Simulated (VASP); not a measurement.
Given:

```xyz
2
Lattice="0.0000 2.3331 2.3331 2.3331 0.0000 2.3331 2.3331 2.3331 0.0000" Properties=species:S:1:pos:R:3 pbc="T T T"
Zr     0.0000     0.0000     0.0000
C      2.3331     2.3331     2.3331
```

Level of theory: PW91 GGA, VASP's PBE PAW potentials (set 64) (plane waves; VASP). Numerical set-up: 520 eV cut-off, 13×13×13 Γ-centred mesh, first-order Methfessel-Paxton smearing of 0.10 eV, potentials Zr_sv C.

Give the stress tensor in GPa (positive for a compressed cell).

```
7.15  0.00  0.00
0.00  7.15  0.00
0.00  0.00  7.15
```
The pressure is its mean diagonal, 7.15 GPa.

The compound is ZrC in the rock salt structure. This cell is one point of a volume scan, at 0.97 of the reference volume.
